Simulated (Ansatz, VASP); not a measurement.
# MgTiS3: VASP beside Ansatz

One calculation is typed for both programs; each brings its own data sets. How far apart do they land? The cell is generated by rule, not measured, and may not be a known phase. The cell is taken from a series of runs on this material, whose earlier steps may have relaxed, scaled, displaced or heated it; both programs get it as it stands.

Method: plane waves, with VASP 6.6.1 beside it; relaxation of cell and atoms at PBE, in Ansatz 0.2.0.

## Step 1: The starting structure

It takes space group P4/mbm (No. 127, tetragonal). Conventional cell: a = 6.520 Å, b = 6.520 Å, c = 4.598 Å, α = 90.00°, β = 90.00°, γ = 90.00°. Nearest to Mg lie 4 S at 2.73 Å. Nearest to Ti lie 6 S at 2.30 to 2.45 Å. S has 2 Ti at 2.45 Å and 2 Mg at 2.73 Å nearest. S has 2 Ti at 2.30 Å nearest. Farther neighbours and most contacts between anions are not listed.

Coordinates:

```cif
data_structure
_symmetry_space_group_name_H-M 'P 1'
_symmetry_Int_Tables_number 1
_cell_length_a 6.5198
_cell_length_b 6.5198
_cell_length_c 4.5982
_cell_angle_alpha 90.000
_cell_angle_beta 90.000
_cell_angle_gamma 90.000
_cell_volume 195.46
loop_
_atom_site_label
_atom_site_type_symbol
_atom_site_fract_x
_atom_site_fract_y
_atom_site_fract_z
_atom_site_occupancy
Mg1 Mg 0.50000 0.00000 0.00000 1
Mg2 Mg 0.00000 0.50000 0.00000 1
Ti3 Ti 0.00000 0.00000 0.50000 1
Ti4 Ti 0.50000 0.50000 0.50000 1
S5 S 0.84094 0.34094 0.50000 1
S6 S 0.15906 0.65906 0.50000 1
S7 S 0.34094 0.15906 0.50000 1
S8 S 0.65906 0.84094 0.50000 1
S9 S 0.00000 0.00000 0.00000 1
S10 S 0.50000 0.50000 0.00000 1
```

## Step 2: VASP: relaxation of cell and atoms, PBE, pair 1

The relaxed volume is the usual yardstick between codes: in a stiff, nearly cubic crystal its relative difference is about their pressure difference at one cell divided by the bulk modulus.

Lines of VASP's logs that name or quote its potential files are left out, and so is its time.

Input file INCAR:

```
SYSTEM = MgTiS3
PREC = Accurate
ENCUT = 600
EDIFF = 1E-07
NELM = 120
ISMEAR = 1
SIGMA = 0.2
LREAL = .FALSE.
ALGO = Normal
GGA = PE
NBANDS = 42
LASPH = .TRUE.
LORBIT = 11
LWAVE = .FALSE.
LCHARG = .FALSE.
ISIF = 3
IBRION = 2
NSW = 80
EDIFFG = -0.005
GGA_COMPAT = .FALSE.
NELMIN = 4
KPAR = 2
```

Input file POSCAR:

```
MgTiS3
1.0
    6.5197940000      0.0000000000      0.0000000000
    0.0000000000      6.5197940000      0.0000000000
    0.0000000000      0.0000000000      4.5982480000
Mg Ti S
2 2 6
Direct
    0.5000000000      0.0000000000      0.0000000000
    0.0000000000      0.5000000000      0.0000000000
    0.0000000000      0.0000000000      0.5000000000
    0.5000000000      0.5000000000      0.5000000000
    0.8409403733      0.3409403733      0.5000000000
    0.1590596267      0.6590596267      0.5000000000
    0.3409403733      0.1590596267      0.5000000000
    0.6590596267      0.8409403733      0.5000000000
    0.0000000000      0.0000000000      0.0000000000
    0.5000000000      0.5000000000      0.0000000000
```

Input file KPOINTS:

```
Automatic mesh
0
Gamma
6 6 8
0 0 0
```

PAW data sets: Mg, Ti_sv and S (PBE family, release 64).

The run is started by

```sh
> mpirun -np 2 vasp_std
```

Numbers of over 12 decimals in the logs are rounded to 6 here.

Output:

```text
[banner, memory and clock lines left out]
running    2 mpi-ranks, on    1 nodes
 distrk:  each k-point on    1 cores,    2 groups
 distr:  one band on    1 cores,    1 groups

 POSCAR found type information on POSCAR MgTiS
 POSCAR found :  3 types and      10 ions
 LDA part: xc-table for (Slater+PW92), standard interpolation
 POSCAR, INCAR and KPOINTS ok, starting setup
 FFT: planning ... GRIDC
 FFT: planning ... GRID_SOFT
 FFT: planning ... GRID
 WAVECAR not read
 entering main loop
       N       E                     dE             d eps       ncg     rms          rms(c)
DAV:   1     0.656575414047E+03    0.65658E+03   -0.30866E+04  4200   0.161E+03
DAV:   2     0.407849766268E+02   -0.61579E+03   -0.58925E+03  4482   0.410E+02
DAV:   3    -0.546075616249E+02   -0.95393E+02   -0.91112E+02  6632   0.138E+02
DAV:   4    -0.625642507898E+02   -0.79567E+01   -0.79225E+01  6368   0.371E+01
DAV:   5    -0.630178716272E+02   -0.45362E+00   -0.45346E+00  5896   0.752E+00    0.214E+01
DAV:   6    -0.568845248351E+02    0.61333E+01   -0.46632E+01  6054   0.467E+01    0.199E+01
DAV:   7    -0.551083442356E+02    0.17762E+01   -0.35338E+01  5864   0.431E+01    0.114E+01
DAV:   8    -0.536748192488E+02    0.14335E+01   -0.29129E+00  5370   0.139E+01    0.340E+00
DAV:   9    -0.537707068391E+02   -0.95888E-01   -0.87257E-01  6242   0.487E+00    0.308E+00
DAV:  10    -0.536999050865E+02    0.70802E-01   -0.44450E-01  5926   0.541E+00    0.984E-01
DAV:  11    -0.536823603707E+02    0.17545E-01   -0.36986E-02  5460   0.157E+00    0.371E-01
DAV:  12    -0.536826780905E+02   -0.31772E-03   -0.56657E-03  6186   0.363E-01    0.135E-01
DAV:  13    -0.536826990391E+02   -0.20949E-04   -0.43472E-04  5864   0.107E-01    0.721E-02
DAV:  14    -0.536827141633E+02   -0.15124E-04   -0.21588E-04  5870   0.942E-02    0.259E-02
DAV:  15    -0.536827200454E+02   -0.58821E-05   -0.18370E-05  5076   0.251E-02    0.215E-02
DAV:  16    -0.536827172393E+02    0.28061E-05   -0.53536E-06  6148   0.132E-02    0.112E-02
DAV:  17    -0.536827161672E+02    0.10721E-05   -0.44321E-06  6102   0.143E-02    0.218E-03
DAV:  18    -0.536827161844E+02   -0.17155E-07   -0.41649E-07  4778   0.312E-03
   1 F= -.53682716E+02 E0= -.53683075E+02  d E =-.536827E+02
[...]
2 F= -.53682769E+02 E0= -.53683120E+02  d E =-.527374E-04
[...]
3 F= -.53682782E+02 E0= -.53683135E+02  d E =-.657627E-04
[...]
4 F= -.53682782E+02 E0= -.53683135E+02  d E =-.658608E-04
 curvature:  -0.34 expect dE=-0.398E-05 dE for cont linesearch -0.620E-09
 trial: gam= 0.05896 g(F)=  0.106E-04 g(S)=  0.108E-05 ort = 0.587E-06 (trialstep = 0.936E+00)
 search vector abs. value=  0.124E-04
 bond charge predicted
       N       E                     dE             d eps       ncg     rms          rms(c)
DAV:   1    -0.536827893202E+02   -0.72434E-05   -0.60300E-04  4238   0.938E-02    0.145E-02
DAV:   2    -0.536827920056E+02   -0.26855E-05   -0.35133E-05  4826   0.303E-02    0.809E-03
DAV:   3    -0.536827912892E+02    0.71644E-06   -0.42523E-06  5282   0.171E-02    0.552E-03
DAV:   4    -0.536827909687E+02    0.32050E-06   -0.50545E-07  4586   0.597E-03    0.301E-03
DAV:   5    -0.536827907678E+02    0.20086E-06   -0.56585E-07  5002   0.324E-03    0.159E-03
DAV:   6    -0.536827907453E+02    0.22565E-07   -0.70934E-08  2380   0.126E-03
   5 F= -.53682791E+02 E0= -.53683143E+02  d E =-.870011E-05
 trial-energy change:   -0.000009  1 .order   -0.000009   -0.000011   -0.000007
 step:   2.5444(harm=  2.5444)  dis= 0.00069  next Energy=   -53.682797 (dE=-0.149E-04)
 reached required accuracy - stopping structural energy minimisation
```

From OUTCAR (step 2):

```text
ion  position               nearest neighbor table
   1  0.500  0.000  0.000-   7 2.73   8 2.73   7 2.73   8 2.73
   2  0.000  0.500  0.000-   5 2.73   6 2.73   5 2.73   6 2.73
   3  0.000  0.000  0.500-   9 2.30   9 2.30   7 2.45   8 2.45   5 2.45   6 2.45
   4  0.500  0.500  0.500-  10 2.30  10 2.30   7 2.45   8 2.45   5 2.45   6 2.45
   5  0.841  0.341  0.500-   3 2.45   4 2.45   2 2.73   2 2.73
   6  0.159  0.659  0.500-   3 2.45   4 2.45   2 2.73   2 2.73
   7  0.341  0.159  0.500-   3 2.45   4 2.45   1 2.73   1 2.73
   8  0.659  0.841  0.500-   3 2.45   4 2.45   1 2.73   1 2.73
   9  0.000  0.000  0.000-   3 2.30   3 2.30
  10  0.500  0.500  0.000-   4 2.30   4 2.30

  LATTYP: Found a simple tetragonal cell.
 ALAT       =     6.5197940000
 C/A-ratio  =     0.7052750440

 Subroutine GETGRP returns: Found 16 space group operations
 (whereof  8 operations were pure point group operations)

The static configuration has the point symmetry C_4h.
 The point group associated with its full space group is D_4h.

 Found     50 irreducible k-points:

   k-points           NKPTS =     50   k-points in BZ     NKDIM =     50   number of bands    NBANDS=     42

   dimension x,y,z NGX =    54 NGY =   54 NGZ =   40
   dimension x,y,z NGXF=   108 NGYF=  108 NGZF=   80

   ENCUT  =  600.0 eV  44.10 Ry    6.64 a.u.  13.02 13.02  9.18*2*pi/ulx,y,z

   NELECT =      64.0000    total number of electrons

 k-points in reciprocal lattice and weights: Automatic mesh
   0.00000000  0.00000000  0.00000000       0.003
   0.16666667  0.00000000  0.00000000       0.014
   0.33333333  0.00000000  0.00000000       0.014
   0.50000000  0.00000000  0.00000000       0.007
   0.16666667  0.16666667  0.00000000       0.014
   0.33333333  0.16666667  0.00000000       0.028
   0.50000000  0.16666667  0.00000000       0.014
   0.33333333  0.33333333  0.00000000       0.014
   0.50000000  0.33333333  0.00000000       0.014
[...]
0.50000000  0.33333333  0.50000000       0.014
   0.50000000  0.50000000  0.50000000       0.003

 average (electrostatic) potential at core
       1 -37.6942       2 -37.6942       3 -76.7156       4 -76.7156       5 -86.1156
       6 -86.1156       7 -86.1156       8 -86.1156       9 -86.1424      10 -86.1424

 E-fermi :   5.0196

 k-point     1 :       0.0000    0.0000    0.0000
  band No.  band energies     occupation
    ...
     30       3.9423      2.00000
     31       4.9450      1.58525
     32       4.9450      1.58525
     33       5.0727      0.56749
     34       5.0727      0.56749
     35       5.4475     -0.00993
     36       5.6640     -0.00005
     37       5.7316     -0.00001
     38       6.4403     -0.00000
     39       6.4403     -0.00000
    ...

 k-point     2 :       0.1667    0.0000    0.0000
  band No.  band energies     occupation
    ...
     29       3.8457      2.00000
     30       3.8530      2.00000
     31       4.4343      2.00028
     32       4.7610      2.06961
     33       5.0284      0.92549
     34       5.1027      0.35936
     35       5.7770     -0.00000
     36       6.0270     -0.00000
     37       6.0925     -0.00000
     38       6.3442     -0.00000
    ...

 k-point     3 :       0.3333    0.0000    0.0000
  band No.  band energies     occupation
    ...
     28       3.4125      2.00000
     29       3.5143      2.00000
     30       3.5780      2.00000
     31       4.0035      2.00000
     32       4.4370      2.00030
     33       5.2813     -0.06900
     34       5.4302     -0.01342
     35       6.0801     -0.00000
     36       6.1442     -0.00000
     37       6.1480     -0.00000
    ...

  Total        0.0040589      0.0040589      0.0064011      0.0000000      0.0000000      0.0000000
  in kB        0.0333027      0.0333027      0.0525196      0.0000000      0.0000000      0.0000000
  external PRESSURE =       0.0397083 kB  Pullay stress =       0.0000000 kB

  energy-cutoff  :      600.00
  volume of cell :      195.27
      direct lattice vectors                 reciprocal lattice vectors
     6.518464208  0.000000000 -0.000000000     0.153410369  0.000000000  0.000000000
    -0.000000000  6.518464208 -0.000000000    -0.000000000  0.153410369 -0.000000000
    -0.000000000  0.000000000  4.595728797     0.000000000  0.000000000  0.217593345

 POSITION                                       TOTAL-FORCE (eV/Angst)
 -----------------------------------------------------------------------------------
      3.25923      0.00000     -0.00000        -0.000000     -0.000000      0.000000
      6.51846      3.25923     -0.00000         0.000000     -0.000000      0.000000
      6.51846      0.00000      2.29786        -0.000000     -0.000000      0.000000
      3.25923      3.25923      2.29786        -0.000000     -0.000000      0.000000
      5.48209      2.22286      2.29786         0.003381      0.003381     -0.000000
      1.03638      4.29561      2.29786        -0.003381     -0.003381      0.000000
      2.22286      1.03638      2.29786         0.003381     -0.003381     -0.000000
      4.29561      5.48209      2.29786        -0.003381      0.003381      0.000000
      6.51846      0.00000     -0.00000         0.000000     -0.000000      0.000000
      3.25923      3.25923     -0.00000         0.000000     -0.000000      0.000000
 -----------------------------------------------------------------------------------
    total drift:                                0.000000      0.000000      0.000000

  FREE ENERGIE OF THE ION-ELECTRON SYSTEM (eV)
  ---------------------------------------------------
  free  energy   TOTEN  =       -53.6827907453 eV

  energy  without entropy=      -53.6838486517  energy(sigma->0) =      -53.68314338

 reached required accuracy - stopping structural energy minimisation

 total charge
# of ion       s       p       d       tot
------------------------------------------
    1        0.126   0.082   0.021   0.229
    2        0.126   0.082   0.021   0.229
    3        2.189   6.190   1.832  10.211
    4        2.189   6.190   1.832  10.211
    5        1.342   2.391   0.000   3.733
    6        1.342   2.391   0.000   3.733
    7        1.342   2.391   0.000   3.733
    8        1.342   2.391   0.000   3.733
    9        1.345   2.442   0.000   3.787
   10        1.345   2.442   0.000   3.787
--------------------------------------------------
tot         12.686  26.992   3.707  43.384

[... 3 further parts left out ...]
```

CONTCAR:

```
MgTiS3
   1.00000000000000
     6.5184642082283863    0.0000000000000000   -0.0000000000000000
    -0.0000000000000000    6.5184642082283863   -0.0000000000000000
    -0.0000000000000000    0.0000000000000000    4.5957287970475509
  Mg              Ti              S
     2     2     6
Direct
     0.5000000000000000    0.0000000000000000    0.0000000000000000
     1.0000000000000000    0.5000000000000000    0.0000000000000000
     1.0000000000000000    0.0000000000000000    0.5000000000000000
     0.5000000000000000    0.5000000000000000    0.5000000000000000
     0.8410092258874131    0.3410092258874131    0.5000000000000000
     0.1589907741125869    0.6589907741125869    0.5000000000000000
     0.3410092258874131    0.1589907741125869    0.5000000000000000
     0.6589907741125869    0.8410092258874131    0.5000000000000000
     1.0000000000000000    0.0000000000000000    0.0000000000000000
     0.5000000000000000    0.5000000000000000    0.0000000000000000
```

This run has no spin polarisation, so a moment on Ti, if there is one, isn't seen. The run keeps the 16 symmetry operations of its start, so it cannot find a distortion of lower symmetry.

[end of part 1 of 3]

[Lines on the potential files, build, host, timing and source positions are cut from VASP's logs without a mark.]

[Logs are printed without paths, hosts, clocks, repeated set-up lines and the standing remarks that a program may print on its own settings, such as how far it seeks lower states.]

[Hosts, paths, dates, database ids (printed as entryN), source tags and the programs' standing remarks are cut or masked in the printed files.]
